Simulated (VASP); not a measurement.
Data:

```xyz
2
Lattice="0.0000 2.8319 2.8319 2.8319 0.0000 2.8319 2.8319 2.8319 0.0000" Properties=species:S:1:pos:R:3 pbc="T T T"
Ge     0.0000     0.0000     0.0000
Ge     1.4160     1.4160     1.4160
```

Calculation: PBEsol GGA with spin-orbit coupling, VASP's PBE PAW potentials (set 64) (plane waves; VASP). Settings: 400 eV cut-off, 10×10×10 Γ-centred mesh, Gaussian smearing of 0.050 eV, potentials Ge_d.

### Question
Estimate the energy per atom (σ→0), band gap (over mesh and band path) with the smallest direct gap where there is one.

### Answer

```
Property                                                              Result
----------------------------------  ----------------------------------------
band gap (over mesh and band path)  none (metal, semimetal or under 0.01 eV)
energy per atom (σ→0)                                         -4944 meV/atom
```

Total energies compare only between runs with the same potentials, cut-off and functional.

The compound is Ge in the diamond structure. It was relaxed first.
